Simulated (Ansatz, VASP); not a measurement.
# CrBr2 in two plane-wave programs, part 2 of 2

Aim: how closely do two programs agree when they are given the same cell, functional and k mesh?  The structure shown is the end of the VASP relaxation below.

VASP 6.6.1 and Ansatz 0.2.0.

So far: The structure; VASP: relaxation, PBEsol.

## (3) Ansatz: single point, PBEsol

Level of this step: Ansatz beside VASP: Kohn-Sham DFT, plane waves, PBEsol (Ansatz).

Ansatz runs on its default PAW (the set named soft_2) files.

The same cell, functional, mesh and smearing now go to Ansatz, which takes its cutoff from its data sets.

input.yaml

```yaml
crystal:
  lattice:
    - [4.16836998, 0.0, 0.0]
    - [2.55970165, 3.28986866, 0.0]
    - [0.0, 0.0, 18.01607931]
  atoms:
    - { symbol: Br, position: [0.5274906, 0.5274906, 0.57999151] }
    - { symbol: Br, position: [0.2784076, 0.2784076, 0.42000849] }
    - { symbol: Cr, position: [0.9029491, 0.9029491, 0.5], spin: 3.0 }
hamiltonian:
  xc: pbesol
  pseudopotentials: { kind: paw }
magnetization:
  spin_polarized: true
kpoints:
  mp_grid: { grid: [7, 7, 1] }
scf:
  occupations: { method: gaussian, width: 0.05 }
  n_extra_bands: 7
efield:
  axis: 3
  dipole_correction: true
  ramp_width: 0.04
output:
  forces: true
  eigenvalues: true
```

Command:

```
$ ansatz run input.yaml --threads 2 --pin off --max-ram 4608MiB --backend cpu --events-out ev --progress --plain --runs-dir out
```

Numbers of over 12 decimals in the logs are rounded to 6 here.

Output:

```text
scf.n_extra_bands = 7 over 14 filled bands (N_el = 28.0): the run solves 21 bands
Engine: ansatz 0.2.0, aarch64-unknown-linux-gnu
Pseudopotentials: kind: paw
Pseudopotential: Br, paw, valence charge 7, recommended cutoff 420 eV (normal), Br.paw.azcp
Pseudopotential: Cr, paw, valence charge 14, recommended cutoff 420 eV (normal), Cr.paw.azcp
Functional definition: PBEsol
  exchange = pbesol_x
  correlation = pbesol_c
Crystal: 3 atoms, lattice volume = 247.062 Å³
Basis set: ecut = 420 eV, 4799 PW (Γ), exchange–correlation on 60×60×250 points (8 copies of the dense FFT grid, shifted against one another)
Bands: 21, of which v1, the nominal top of the filled ones, is band 14 counted from 1 (13 counted from 0)
Symmetry: 2 space group operations
k-points: 16 of 49 (time reversal used)
Non-local potential: Br, projectors of the file, l = 0: 2, l = 1: 2, l = 2: 2
Non-local potential: Cr, projectors of the file, l = 0: 3, l = 1: 2, l = 2: 3, l = 3: 1
PAW form: soft (Blöchl's): semilocal exchange-correlation on the pseudo side does not see the compensation charge
PAW frozen core: Br, regenerated for the run's functional, and the local potential with it (the file was generated under x = pbe(κ = 0.804, μ = 0.219515), c = pbe(β = 0.066725))
PAW frozen core: Cr, regenerated for the run's functional, and the local potential with it (the file was generated under x = pbe(κ = 0.804, μ = 0.219515), c = pbe(β = 0.066725))
PAW one-centre angular grid: Br, 110 points (default); XC on 64 Gauss nodes
PAW one-centre angular grid: Cr, 590 points (default); XC on 64 Gauss nodes
Initial density: superposition of atomic densities (neutral atoms: chi_scale 0, normalization atom)
Starting moments: Σ|m| = 3 μB on 1 of 3 sites
Initial wavefunctions: pseudopotential atomic-orbital guess
Functional: x = pbesol(κ = 0.804, μ = 0.123457), c = pbesol(β = 0.046)
SCF iter   1: F=—  HF=-8824.049647 eV  |F-HF|=—  |Δ(HF+E_count)|=         —  Δρ=3.06e-2 (↑1.63e-2 ↓3.06e-2)  dr2=2.48e0  dr2_m=8.53e-1  M=4.000 μB ∫|m|=4.079 μB  β_m=0.90  ethr=3.10e-3  p=0.000 e·Å  D=7.08e-15 V/Å  ΔV_dip=-0.00 eV  dr2_dipole=1.95e-9  V_vac-E_F(+/−)=4.43/4.43 eV  ⟨swp⟩=8.7  Hψ=4291  notcnv=0
Mixer restart at iter 1: flushing history
efield: sawtooth ramp at fractional position 0.9800 (placed from the atoms, in the widest stretch of the axis that holds none; the zero of the levels goes with the place), width 0.0400; the density the first Hamiltonian is built on has a dipole p = 0.000 e·Å; the dipole correction subtracts the counter field D = 7.08e-15 V/Å, which shifts the + side's vacuum level by -0.00 eV against the − side's; the planar-averaged density in the ramp window peaks in size at 3.1e-6 e/Å³
preconditioner: auto → Resta (q_TF=auto, 1.898 Å⁻¹)  ε∞=2.1  [insulator: Δε(μ)=0.322 eV  Ē_g=9.983 eV  σ=0.050 eV  W_gap=1.00  n_scr=20 (ndim 8)  ℏωp=10.6 eV  f_vac=0.642  D(μ)=0.00/eV (n_scr^D=0)  ε∞_Penn≈2.1  vacuum switching on, ρ_ref=7.2e-3 e/Å³]
spin=Collinear: Resta preconditioning applied to the charge; magnetization (m = ρ↑ − ρ↓) channel mixes plain (no charge-response kernel on spin).
SCF iter   2: F=—  HF=-8823.870885 eV  |F-HF|=—  |Δ(HF+E_count)|=   1.79e-1  Δρ=9.54e-3 (↑9.26e-3 ↓9.54e-3)  dr2=2.20e-1  dr2_m=1.28e-1  M=4.000 μB ∫|m|=4.181 μB  β_m=1.00  ethr=3.10e-3  p=0.000 e·Å  D=6.99e-6 V/Å  ΔV_dip=-0.00 eV  dr2_dipole=9.50e-10  V_vac-E_F(+/−)=5.06/5.06 eV  ⟨swp⟩=3.0  Hψ=1578  notcnv=0  defer=68  κ⁻¹=1.0e0(r=1)
density mixer auto → broyden: gapped, with many states about μ (density of states about μ 0.50 of a free-electron gas's, 20 screened modes)
SCF iter   3: F=—  HF=-8823.714666 eV  |F-HF|=—  |Δ(HF+E_count)|=   1.56e-1  Δρ=3.60e-3 (↑3.48e-3 ↓3.60e-3)  dr2=6.22e-2  dr2_m=1.89e-4  M=4.000 μB ∫|m|=4.202 μB  β_m=1.00  ethr=7.85e-4  p=-0.000 e·Å  D=-3.75e-7 V/Å  ΔV_dip=0.00 eV  dr2_dipole=3.74e-10  V_vac-E_F(+/−)=4.95/4.95 eV  ⟨swp⟩=2.0  Hψ=996  notcnv=0  defer=69  κ⁻¹=4.7e-2(r=2)
SCF iter   4: F=—  HF=-8823.705771 eV  |F-HF|=—  |Δ(HF+E_count)|=   8.90e-3  Δρ=2.11e-3 (↑2.11e-3 ↓2.10e-3)  dr2=2.11e-2  dr2_m=3.05e-5  M=4.000 μB ∫|m|=4.200 μB  β_m=1.00  ethr=2.22e-4  p=0.000 e·Å  D=3.99e-6 V/Å  ΔV_dip=-0.00 eV  dr2_dipole=3.51e-10  V_vac-E_F(+/−)=4.81/4.81 eV  ⟨swp⟩=2.4  Hψ=1198  notcnv=0  defer=76  κ⁻¹=4.7e-3(r=3)
SCF iter   5: F=—  HF=-8823.706940 eV  |F-HF|=—  |Δ(HF+E_count)|=   1.17e-3  Δρ=4.69e-4 (↑4.69e-4 ↓4.49e-4)  dr2=1.10e-3  dr2_m=1.21e-5  M=4.000 μB ∫|m|=4.201 μB  β_m=1.00  ethr=7.53e-5  p=-0.000 e·Å  D=-2.92e-6 V/Å  ΔV_dip=0.00 eV  dr2_dipole=1.55e-10  V_vac-E_F(+/−)=4.68/4.68 eV  ⟨swp⟩=2.0  Hψ=1261  notcnv=0  defer=76  κ⁻¹=1.1e-4(r=4)
SCF iter   6: F=—  HF=-8823.707713 eV  |F-HF|=—  |Δ(HF+E_count)|=   7.73e-4  Δρ=1.21e-4 (↑1.21e-4 ↓1.20e-4)  dr2=9.49e-5  dr2_m=2.61e-6  M=4.000 μB ∫|m|=4.200 μB  β_m=1.00  ethr=3.93e-6  p=0.000 e·Å  D=1.76e-6 V/Å  ΔV_dip=-0.00 eV  dr2_dipole=9.37e-11  V_vac-E_F(+/−)=4.67/4.67 eV  ⟨swp⟩=2.5  Hψ=1241  notcnv=0  defer=76  κ⁻¹=1.6e-5(r=5)
SCF iter   7: F=—  HF=-8823.707790 eV  |F-HF|=—  |Δ(HF+E_count)|=   7.66e-5  Δρ=5.88e-5 (↑5.88e-5 ↓5.79e-5)  dr2=2.25e-5  dr2_m=1.40e-7  M=4.000 μB ∫|m|=4.200 μB  β_m=1.00  ethr=3.39e-7  p=-0.000 e·Å  D=-9.41e-8 V/Å  ΔV_dip=0.00 eV  dr2_dipole=3.18e-13  V_vac-E_F(+/−)=4.67/4.67 eV  ⟨swp⟩=2.4  Hψ=956  notcnv=0  defer=76  κ⁻¹=3.9e-6(r=6)
SCF iter   8: F=—  HF=-8823.707787 eV  |F-HF|=—  |Δ(HF+E_count)|=   3.02e-6  Δρ=2.59e-5 (↑2.59e-5 ↓2.37e-5)  dr2=4.84e-6  dr2_m=7.46e-8  M=4.000 μB ∫|m|=4.200 μB  β_m=1.00  ethr=8.05e-8  p=-0.000 e·Å  D=-4.51e-7 V/Å  ΔV_dip=0.00 eV  dr2_dipole=3.03e-12  V_vac-E_F(+/−)=4.66/4.66 eV  ⟨swp⟩=2.9  Hψ=1120  notcnv=0  defer=76  κ⁻¹=9.4e-7(r=7)
SCF iter   9: F=—  HF=-8823.707789 eV  |F-HF|=—  |Δ(HF+E_count)|=   1.92e-6  Δρ=9.43e-6 (↑9.43e-6 ↓7.34e-6)  dr2=5.07e-7  dr2_m=3.40e-8  M=4.000 μB ∫|m|=4.201 μB  β_m=1.00  ethr=1.73e-8  p=-0.000 e·Å  D=-5.39e-8 V/Å  ΔV_dip=0.00 eV  dr2_dipole=1.43e-14  V_vac-E_F(+/−)=4.66/4.66 eV  ⟨swp⟩=2.4  Hψ=988  notcnv=0  defer=76  κ⁻¹=4.7e-8(r=8)
SCF iter  10: F=—  HF=-8823.707789 eV  |F-HF|=—  |Δ(HF+E_count)|=   3.39e-7  Δρ=3.79e-6 (↑3.79e-6 ↓3.31e-6)  dr2=7.01e-8  dr2_m=2.26e-9  M=4.000 μB ∫|m|=4.201 μB  β_m=1.00  ethr=1.81e-9  p=0.000 e·Å  D=1.15e-8 V/Å  ΔV_dip=-0.00 eV  dr2_dipole=3.63e-15  V_vac-E_F(+/−)=4.66/4.66 eV  ⟨swp⟩=2.4  Hψ=1022  notcnv=0  defer=76  κ⁻¹=8.2e-8(r=8)
SCF iter  11: F=—  HF=-8823.707789 eV  |F-HF|=—  |Δ(HF+E_count)|=   7.11e-8  Δρ=2.08e-6 (↑2.08e-6 ↓1.73e-6)  dr2=2.22e-8  dr2_m=4.36e-10  M=4.000 μB ∫|m|=4.201 μB  β_m=1.00  ethr=2.51e-10  p=-0.000 e·Å  D=-4.81e-9 V/Å  ΔV_dip=0.00 eV  dr2_dipole=7.68e-16  V_vac-E_F(+/−)=4.66/4.66 eV  ⟨swp⟩=2.7  Hψ=1078  notcnv=0  defer=76  κ⁻¹=2.8e-7(r=8)
SCF iter  12: F=-8823.707789 eV  HF=-8823.707789 eV  |F-HF|=7.42e-10  |Δ(HF+E_count)|=   2.85e-8  Δρ=3.56e-7 (↑3.06e-7 ↓3.56e-7)  dr2=7.64e-10  dr2_m=4.47e-11  M=4.000 μB ∫|m|=4.201 μB  ethr=7.94e-11  p=0.000 e·Å  D=1.12e-9 V/Å  ΔV_dip=-0.00 eV  dr2_dipole=9.75e-17  V_vac-E_F(+/−)=4.66/4.66 eV  ⟨swp⟩=9.4  Hψ=3124  notcnv=0
SCF 1 converged in 12 iterations: F = -8823.707789 eV  dr2 = 7.64e-10
  greatest PAW one-centre occupation: 1.000 electrons in one spin orbital (limit 2), on the Cr atom at site 2 (counted from 0), in its partial waves of l = 0
this state was not tested for a lower state beside it, because the mixer in use, unlike msr1, does not test its closes by its own steps (another_mixer; see scf.mixing.algorithm and scf.lower_state_search)
SCF converged after 12 iterations
Magnetization: 4.0000 μB (16.0000 up, 12.0000 down)
Absolute magnetization: 4.1971 μB (∫|ρ↑−ρ↓|, with the PAW one-centre terms)
Spin contamination: 0.0360 ħ² per cell (⟨S²⟩ above its minimum at these occupations)
Per-site moments (μB) at R_I (Å): [(-0.014693, 1.035336), (-0.014693, 1.035336), (3.460854, 1.035336)]
Free energy (F): -8823.707789 eV
Harris-Foulkes:  -8823.707789 eV  (|F-HF|=7.42e-10)
Internal energy: -8823.707789 eV  (E = F + TS)
E sigma→0 (E₀):  -8823.707789 eV
Fermi energy:    -1.199888 eV
Dipole field:    D = -0.000000 V/Å  (p = -0.000000 e·Å, saw-weighted, corrected)
Work function:   Φ+ = 4.6606 eV   Φ− = 4.6606 eV
Levels:          The Fermi level and band energies are counted from a zero that moves with the ramp; work functions are not
--- Per-component energies (eV) ---
  E_band       = -548.493573
  E_kinetic    = 607.597331
  E_local      = -11955.169815  (includes V_loc(G=0)·N_el)
  E_nonlocal   = 228.697490
  E_hartree    = 5610.470096
  E_xc         = -658.411923
  E_vxc        = -380.871350  (∫ρ·V_xc dr)
  E_paw        = -5578.424375  (= ΣΔE_a)
  E_vpaw       = -269.686250  (= ΣTr[D̂ρ^β])
  E_aug_tail   = 0.000355  (compensation charges beyond the density's cutoff)
  E_efield     = 0.000000  (sawtooth field / dipole correction)
  E_vefield    = 0.000000  (∫n·V_field dr)
  E_ewald      = 2921.188512
  E_core_change = 0.344540  (= ΣΔE_core)
  E_smearing   = -0.000000  (= −TS)
  E_closure    = 0.000000  (closes the sum)
  Σ components = -8823.707789   (vs F -8823.707789, Δ=0.00e0)
--- Forces (eV/Å), atoms counted from 1 ---
  atom   1  Br     0.02172773     0.01062435    -0.01196913
  atom   2  Br    -0.02172763    -0.01062430     0.01196903
  atom   3  Cr    -0.00000004    -0.00000002    -0.00000009
  max |Σ_I F_I| component: 1.96e-7 eV/Å
--- Band table (eV; the first three rows and the last of 32) ---
  k-point 0 ↑: bands = [... 10 lower, -4.1146, -4.0444, -3.0286, -2.6364, -2.4693, -1.5353, -0.3965, 1.4115, ... 3 higher]
  k-point 1 ↑: bands = [... 10 lower, -4.3409, -4.2459, -2.7184, -2.5746, -2.3129, -1.6850, -0.7717, 2.0619, ... 3 higher]
  k-point 2 ↑: bands = [... 10 lower, -4.7701, -4.4398, -2.6277, -2.5256, -2.2431, -1.7380, -0.8418, 2.7542, ... 3 higher]
  k-point 15 ↓: bands = [... 10 lower, -4.6858, -4.5500, 0.2088, 0.9061, 1.1770, 1.1987, 1.6618, 4.1021, ... 3 higher]
```

The job ended after 10 s (2 threads of Arm Neoverse V2, shared host; peak memory 0.53 GiB).

The column dr2 measures how far the density is from self-consistency, as an energy; F and HF (Harris–Foulkes) agree once it is small.

## (4) Comparison

Known differences besides the PAW data sets themselves: the data sets hold 28 valence electrons in Ansatz (default PAW (the set named soft_2) files) and 20 in VASP; the cutoff is 420 eV in Ansatz and 300 eV in VASP (PREC = Normal); Ansatz makes its cores anew for this functional, VASP keeps those of its PBE data sets; VASP leaves aspherical gradient terms in its spheres out (LASPH is not set), Ansatz keeps them; site moments are counted in spheres of each program's own size. Total energies have different zeros and are not compared.

Both answers:

```tsv
quantity	Ansatz	VASP	difference
gap on the k mesh (eV)	0.672	0.568	+0.104
total moment (μB)	4.00	4.00	0.00
moment on Cr3 (μB)	3.46	3.74	-0.28
```

At this near-relaxed geometry the largest component of a force difference is 9 meV/Å.

## (5) Looking for the cause

The difference is large enough to ask for its cause, so further runs change the set-up of one program at a time, as the table lists.

```tsv
run	difference in gap on the k mesh (eV)
as above	0.10
cores kept as stored, as VASP does, whose cores stay as stored	0.10
Ansatz's larger PAW set (cutoff 1070 eV)	0.12
norm-conserving potentials (cutoff 1279 eV)	0.099
```

## (6) VASP: band structure, PBEsol

Levels along a path test the potential and the projectors away from the mesh points.

INCAR

```
SYSTEM = CrBr2
PREC = Normal
ENCUT = 300
EDIFF = 1E-06
NELM = 120
ISMEAR = 0
SIGMA = 0.05
LREAL = .FALSE.
ALGO = Fast
GGA = PS
NBANDS = 24
ISPIN = 2
MAGMOM = 0 0 3
LMAXMIX = 4
LORBIT = 11
LWAVE = .TRUE.
LCHARG = .TRUE.
IDIPOL = 3
LDIPOL = .TRUE.
DIPOL = 0.5 0.5 0.5
LVHAR = .TRUE.
LVACPOTAV = .TRUE.
LELF = .TRUE.
NEDOS = 1500
```

POSCAR

```
CrBr2
1.0
    4.1683699850      0.0000000000      0.0000000000
    2.5597016450      3.2898686630      0.0000000000
    0.0000000000      0.0000000000     18.0160793074
Br Cr
2 1
Direct
    0.5274906002      0.5274906002      0.5799915138
    0.2784075988      0.2784075988      0.4200084862
    0.9029490990      0.9029490990      0.5000000000
```

KPOINTS

```
Automatic mesh
0
Gamma
7 7 1
0 0 0
```

KPOINTS_OPT

```
Line mode
14
Line-mode
Reciprocal
  0.00000000   0.00000000   0.00000000 GAMMA
  0.30977450  -0.30977450   0.00000000 X

  0.30977450  -0.30977450   0.00000000 X
  0.69022550   0.30977450   0.00000000 A1

  0.69022550   0.30977450   0.00000000 A1
  0.50000000   0.50000000   0.00000000 Y

  0.50000000   0.50000000   0.00000000 Y
  0.00000000   0.00000000   0.00000000 GAMMA
```

Potentials, in the order of the species: Br and Cr (PBE family, release 64).

Command:

```
$ mpirun -np 2 vasp_std
```

Output:

```text
[banner, memory and clock lines left out]
running    2 mpi-ranks, on    1 nodes
[...]
[... a notice as in an earlier step ...]

 LDA part: xc-table for (Slater+PW92), standard interpolation
 POSCAR, INCAR and KPOINTS ok, starting setup
[...]
entering main loop
       N       E                     dE             d eps       ncg     rms          rms(c)
DAV:   1     0.122019789868E+03    0.12202E+03   -0.46121E+03  1536   0.388E+02
DAV:   2     0.211321343057E+01   -0.11991E+03   -0.11017E+03  1752   0.119E+02
DAV:   3    -0.151150141142E+02   -0.17228E+02   -0.16960E+02  2072   0.521E+01
DAV:   4    -0.156552360206E+02   -0.54022E+00   -0.53974E+00  1840   0.136E+01
[...]
RMM:  25    -0.154893103866E+02   -0.33909E-05   -0.22749E-07  1760   0.251E-03    0.582E-04
RMM:  26    -0.154893124695E+02   -0.20828E-05   -0.13275E-07  1738   0.172E-03    0.277E-04
RMM:  27    -0.154893133294E+02   -0.85992E-06   -0.42285E-08  1642   0.126E-03
|                                                                             |
[...]
1 F= -.15489313E+02 E0= -.15489313E+02  d E =-.401015E-11  mag=     4.0000
 Start KPOINTS_OPT (optional k-point list driver)
k-point batch [1-16\56]
       N       E                     dE             ncg
DAV:   1    -0.431347601560E+03   -0.51660E+04     1536
DAV:   2    -0.226932431501E+04   -0.18380E+04     1808
DAV:   3    -0.252854223285E+04   -0.25922E+03     2016
DAV:   4    -0.253589024108E+04   -0.73480E+01     1784
DAV:   5    -0.253604863720E+04   -0.15840E+00     2080
DAV:   6    -0.253605360316E+04   -0.49660E-02     1920
DAV:   7    -0.253605377932E+04   -0.17616E-03     2136
DAV:   8    -0.253605378777E+04   -0.84540E-05     1704
DAV:   9    -0.253605378806E+04   -0.29036E-06     1448
[...]
k-point batch [49-56\56]
       N       E                     dE             ncg
DAV:   1     0.249886940194E+04   -0.76660E+03      768
DAV:   2     0.159535437182E+04   -0.90352E+03      896
DAV:   3     0.145317250363E+04   -0.14218E+03      984
DAV:   4     0.144924564900E+04   -0.39269E+01      880
DAV:   5     0.144916154921E+04   -0.84100E-01     1000
DAV:   6     0.144915843839E+04   -0.31108E-02      992
DAV:   7     0.144915835119E+04   -0.87201E-04     1008
DAV:   8     0.144915834789E+04   -0.32978E-05      808
DAV:   9     0.144915834773E+04   -0.15663E-06      744
 writing wavefunctions
```

OUTCAR, selected parts (step 6):

```text
  Total       -0.6354555     -0.8793009     -0.0443325      0.1567017      0.0334504      0.0684090
  in kB       -4.1208864     -5.7022070     -0.2874934      1.0161999      0.2169236      0.4436279
  external PRESSURE =      -3.3701956 kB  Pullay stress =       0.0000000 kB

 POSITION                                       TOTAL-FORCE (eV/Angst)
 -----------------------------------------------------------------------------------
      3.54899      1.73537     10.44917         0.023634      0.011557     -0.005188
      1.87315      0.91592      7.56691        -0.023634     -0.011557      0.005188
      6.07511      2.97058      9.00804         0.000000     -0.000000      0.000000
 -----------------------------------------------------------------------------------
    total drift:                                0.000018      0.000009      0.000002

  FREE ENERGIE OF THE ION-ELECTRON SYSTEM (eV)
  ---------------------------------------------------
  free  energy   TOTEN  =       -15.4893133294 eV

  energy  without entropy=      -15.4893133294  energy(sigma->0) =      -15.48931333

 magnetization (x)
# of ion       s       p       d       tot
------------------------------------------
    1        0.001  -0.035   0.011  -0.023
    2        0.001  -0.035   0.011  -0.023
    3        0.060   0.036   3.640   3.737
--------------------------------------------------
tot          0.061  -0.033   3.662   3.690

[... 1 part as in an earlier step ...]

[... 2 further parts left out ...]
[key lines of the parts left out:]
E-fermi :  -2.3788
```

With spin, VASP writes an ELF for each channel.

## (7) Ansatz: band structure, PBEsol

The same cell, functional, mesh and smearing now go to Ansatz, which takes its cutoff from its data sets.

input.yaml

```yaml
crystal:
  lattice:
    - [4.168369985, 0.0, 0.0]
    - [2.559701645, 3.289868663, 0.0]
    - [0.0, 0.0, 18.0160793074]
  atoms:
    - { symbol: Br, position: [0.5274906002, 0.5274906002, 0.5799915138] }
    - { symbol: Br, position: [0.2784075988, 0.2784075988, 0.4200084862] }
    - { symbol: Cr, position: [0.902949099, 0.902949099, 0.5], spin: 3.0 }
hamiltonian:
  xc: pbesol
  pseudopotentials: { kind: paw }
magnetization:
  spin_polarized: true
kpoints:
  mp_grid: { grid: [7, 7, 1] }
  band_path:
    path:
      - [0.0, 0.0, 0.0]
      - [0.02383, -0.02383, 0.0]
      - [0.07149, -0.07149, 0.0]
      - [0.11914, -0.11914, 0.0]
      - [0.1668, -0.1668, 0.0]
      - [0.21446, -0.21446, 0.0]
      - [0.26212, -0.26212, 0.0]
      - [0.30977, -0.30977, 0.0]
      - [0.33904, -0.26212, 0.0]
      - [0.39757, -0.1668, 0.0]
      - [0.42684, -0.11914, 0.0]
      - [0.48537, -0.02383, 0.0]
      - [0.5439, 0.07149, 0.0]
      - [0.60243, 0.1668, 0.0]
      - [0.66096, 0.26212, 0.0]
      - [0.69023, 0.30977, 0.0]
      - [0.66096, 0.33904, 0.0]
      - [0.63169, 0.36831, 0.0]
      - [0.60243, 0.39757, 0.0]
      - [0.57316, 0.42684, 0.0]
      - [0.55853, 0.44147, 0.0]
      - [0.52927, 0.47073, 0.0]
      - [0.5, 0.5, 0.0]
      - [0.46154, 0.46154, 0.0]
      - [0.38462, 0.38462, 0.0]
      - [0.30769, 0.30769, 0.0]
      - [0.23077, 0.23077, 0.0]
      - [0.15385, 0.15385, 0.0]
      - [0.07692, 0.07692, 0.0]
      - [0.0, 0.0, 0.0]
    npoints: 1
scf:
  occupations: { method: gaussian, width: 0.05 }
  n_extra_bands: 10
efield:
  axis: 3
  dipole_correction: true
  ramp_width: 0.04
output:
  forces: true
  eigenvalues: true
  write_density: true
  write_potential: true
  elf: true
  volumetric_format: npy
```

Command:

```
$ ansatz run input.yaml --threads 2 --pin off --max-ram 4608MiB --backend cpu --events-out ev --progress --plain --runs-dir out
```

Output:

```text
[...]
Crystal: 3 atoms, lattice volume = 247.062 Å³
Basis set: ecut = 420 eV, 4799 PW (Γ), exchange–correlation on 60×60×250 points (8 copies of the dense FFT grid, shifted against one another)
Bands: 24, of which v1, the nominal top of the filled ones, is band 14 counted from 1 (13 counted from 0)
[...]
k-point 1 ↑: bands = [... 10 lower, -4.3409, -4.2459, -2.7183, -2.5746, -2.3128, -1.6850, -0.7716, 2.0618, ... 6 higher]
  k-point 2 ↑: bands = [... 10 lower, -4.7701, -4.4398, -2.6276, -2.5255, -2.2430, -1.7379, -0.8417, 2.7542, ... 6 higher]
  k-point 15 ↓: bands = [... 10 lower, -4.6858, -4.5501, 0.2090, 0.9063, 1.1772, 1.1989, 1.6620, 4.1021, ... 6 higher]
[key lines of the parts left out:]
SCF converged after 11 iterations
Magnetization: 4.0000 μB (16.0000 up, 12.0000 down)
Free energy (F): -8823.707789 eV
Fermi energy:    -1.199813 eV
Dipole field:    D = -0.000000 V/Å  (p = -0.000000 e·Å, saw-weighted, corrected)
Work function:   Φ+ = 4.6606 eV   Φ− = 4.6605 eV
```

The job ended after 16 s (2 threads; peak memory 0.55 GiB).

## (8) Comparison

Compared:

```tsv
quantity	Ansatz	VASP	difference
total moment (μB)	4.00	4.00	0.00
moment on Cr3 (μB)	3.46	3.74	-0.28
```

At this near-relaxed geometry the largest component of a force difference is 7 meV/Å.

## (9) Outcome

```json
{
 "difference in gap on the k mesh (single point, PBEsol)": "0.10 eV",
 "difference in moment on Cr3 (band structure, PBEsol)": "-0.28 μB"
}
```

What this shows: The difference in gap on the k mesh is 0.10 eV (single point, PBEsol), beyond the 0.08 eV picked in this series as the mark of a large difference. For single point, PBEsol: no further run halves the difference in gap on the k mesh; only Ansatz's side was varied, and Ansatz's runs with other potentials lie closer to each other than to VASP, which for this quantity points to VASP's side; this was not tested here. How closely two codes agree says nothing of how well the functional describes the real material.

[Lines on the potential files, build, host, timing and source positions are cut from VASP's logs without a mark.]

[Logs are printed without paths, hosts, clocks, repeated set-up lines and the standing remarks that a program may print on its own settings, such as how far it seeks lower states.]

[Hosts, paths, dates, database ids (printed as entryN), source tags and the programs' standing remarks are cut or masked in the printed files.]
